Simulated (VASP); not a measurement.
The input files of a VASP run:

File KPOINTS:
```
Automatic mesh
0
Gamma
11 11 3
0 0 0
```

POSCAR:
```
TaAl
1
    2.8989711866    -0.0000000000     0.0000000000
   -1.4494855933     2.5105826978    -0.0000000000
    0.0000000000    -0.0000000000     9.2498874861
Ta Al
2 2
Direct
  0.0000000000   0.0000000000   0.0000000000
  0.0000000000   0.0000000000   0.5000000000
  0.3333330000   0.6666670000   0.2500000000
  0.6666670000   0.3333330000   0.7500000000
```

### INCAR
```
# general
SYSTEM  = TaAl
PREC    = Accurate
ENCUT   = 400
LREAL   = .FALSE.
LASPH   = .TRUE.

# electronic loop
EDIFF   = 1E-6
NELM    = 100   # most electronic steps
ALGO    = Normal   # blocked Davidson
LMAXMIX = 6

# smearing
ISMEAR  = 1   # Methfessel-Paxton
SIGMA   = 0.1

# functional
GGA     = PS   # PBEsol

# ions
IBRION  = 2
NSW     = 60   # most ionic steps
ISIF    = 3   # ions, shape and volume
EDIFFG  = -0.02   # ionic stop

# output
LWAVE   = .FALSE.
LCHARG  = .FALSE.
```

POTCAR, in this order: Ta_pv Al (PBE.64 set). Program: vasp_std.

**Question.** Write an equivalent input for Quantum ESPRESSO's pw.x.

**Answer.** One equivalent input (not run):
```
&CONTROL
  calculation = 'vc-relax'
  pseudo_dir = './pseudo'
  outdir = './out'
  tprnfor = .true.
  tstress = .true.
  nstep = 60
  forc_conv_thr = 0.00078
/
&SYSTEM
  ibrav = 0
  nat = 4
  ntyp = 2
  ecutwfc = 58
  occupations = 'smearing'
  smearing = 'methfessel-paxton'
  degauss = 0.00735
  input_dft = 'pbesol'
/
&ELECTRONS
  conv_thr = 7.3e-08
  electron_maxstep = 100
/
&IONS
/
&CELL
/
ATOMIC_SPECIES
  Ta 180.948 Ta.upf
  Al 26.982 Al.upf
CELL_PARAMETERS angstrom
     2.8989712   -0.0000000    0.0000000
    -1.4494856    2.5105827   -0.0000000
     0.0000000   -0.0000000    9.2498875
ATOMIC_POSITIONS crystal
  Ta   0.0000000  0.0000000  0.0000000
  Ta   0.0000000  0.0000000  0.5000000
  Al   0.3333330  0.6666670  0.2500000
  Al   0.6666670  0.3333330  0.7500000
K_POINTS automatic
  11 11 3 0 0 0
```
The two are equivalent in intent, not identical: the potentials are each code's own (VASP's PAW set, PseudoDojo norm-conserving files in pw.x), so ENCUT and ecutwfc are chosen apart and not converted; conv_thr bounds pw.x's estimated SCF error, while EDIFF bounds the energy change between steps; forc_conv_thr acts on force components and is met together with etot_conv_thr.

The structure was generated: TaAl was put into the NiAs type type (P6_3/mmc), which need not be its known phase. This run relaxes it. Symmetry was kept, so distortions that lower it aren't found. The start is the result of an earlier pass.
